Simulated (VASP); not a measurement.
Computed with PBE GGA, VASP's PBE PAW potentials (set 64) (plane waves; VASP).

VASP input:

**KPOINTS**
```
Automatic mesh
0
gamma
4 4 4
```

**INCAR**
```
SYSTEM = Ge
PREC = Normal
ENCUT = 500
EDIFF = 1E-8
NELM = 100
ALGO = Normal
LREAL = .FALSE.
LASPH = .TRUE.
ISMEAR = 0
SIGMA = 0.01
GGA = PE
LWAVE = .TRUE.
LCHARG = .FALSE.
```

POSCAR:
```
Ge
1
    0.0000000000     2.7907660000     2.7907660000
    2.7907660000     0.0000000000     2.7907660000
    2.7907660000     2.7907660000     0.0000000000
Ge
2
Direct
  0.0000000000   0.0000000000   0.0000000000
  0.2500000000   0.2500000000   0.2500000000
```

POTCAR, in this order: Ge_d_GW (PBE.64 set). Program: vasp_std.

What VASP printed:

OSZICAR:
```
       N       E                     dE             d eps       ncg     rms          rms(c)
DAV:   1     0.215001923181E+03    0.21500E+03   -0.16223E+04   288   0.535E+03
DAV:   2     0.312115935842E+02   -0.18379E+03   -0.18168E+03   290   0.660E+02
DAV:   3    -0.276689239670E+01   -0.33978E+02   -0.33725E+02   328   0.208E+02
DAV:   4    -0.873874982762E+01   -0.59719E+01   -0.59673E+01   560   0.103E+02
DAV:   5    -0.878635021934E+01   -0.47600E-01   -0.47598E-01   344   0.805E+00    0.497E+00
DAV:   6    -0.870896448479E+01    0.77386E-01   -0.58335E-02   470   0.413E+00    0.287E+00
DAV:   7    -0.866878323155E+01    0.40181E-01   -0.66964E-02   410   0.347E+00    0.139E-01
DAV:   8    -0.867068995573E+01   -0.19067E-02   -0.45585E-03   406   0.115E+00    0.752E-02
DAV:   9    -0.867143024469E+01   -0.74029E-03   -0.77043E-04   358   0.194E-01    0.201E-02
DAV:  10    -0.867145052701E+01   -0.20282E-04   -0.38597E-05   436   0.544E-02    0.664E-03
DAV:  11    -0.867145387051E+01   -0.33435E-05   -0.40421E-06   320   0.266E-02    0.117E-03
DAV:  12    -0.867145401714E+01   -0.14663E-06   -0.41995E-07   314   0.106E-02    0.258E-04
DAV:  13    -0.867145404547E+01   -0.28328E-07   -0.18342E-08   304   0.163E-03    0.959E-05
DAV:  14    -0.867145403225E+01    0.13221E-07   -0.59955E-09   218   0.140E-03    0.403E-05
DAV:  15    -0.867145403396E+01   -0.17099E-08   -0.12340E-09   156   0.108E-03
   1 F= -.86714540E+01 E0= -.86714540E+01  d E =-.361227E-71
```

### OUTCAR
```
------------------------ aborting loop because EDIFF is reached ----------------------------------------
  FORCE on cell =-STRESS in cart. coord.  units (eV):
  Direction    XX          YY          ZZ          XY          YZ          ZX
  --------------------------------------------------------------------------------------
  Total        1.7273107      1.7273107      1.7273107     -0.0000000     -0.0000000      0.0000000
  in kB       63.6620725     63.6620725     63.6620725     -0.0000000     -0.0000000      0.0000000
  external PRESSURE =      63.6620725 kB  Pullay stress =       0.0000000 kB
  volume of cell :       43.47
      direct lattice vectors                 reciprocal lattice vectors
     0.000000000  2.790766000  2.790766000    -0.179162280  0.179162280  0.179162280
     2.790766000  0.000000000  2.790766000     0.179162280 -0.179162280  0.179162280
     2.790766000  2.790766000  0.000000000     0.179162280  0.179162280 -0.179162280
 POSITION                                       TOTAL-FORCE (eV/Angst)
 -----------------------------------------------------------------------------------
      0.00000      0.00000      0.00000         0.000000      0.000000     -0.000000
      1.39538      1.39538      1.39538        -0.000000     -0.000000      0.000000
 -----------------------------------------------------------------------------------
    total drift:                               -0.000000      0.000000      0.000000
  FREE ENERGIE OF THE ION-ELECTRON SYSTEM (eV)
  ---------------------------------------------------
  free  energy   TOTEN  =        -8.6714540340 eV

  energy  without entropy=       -8.6714540340  energy(sigma->0) =       -8.67145403
```
(Selected blocks of OUTCAR.)

The compound is Ge in the diamond structure. This cell is one point of a volume scan, at 0.96 of the reference volume. The k-mesh is coarse (spacing up to 0.49 per Å, 2π included), so the numbers may not be converged in it.
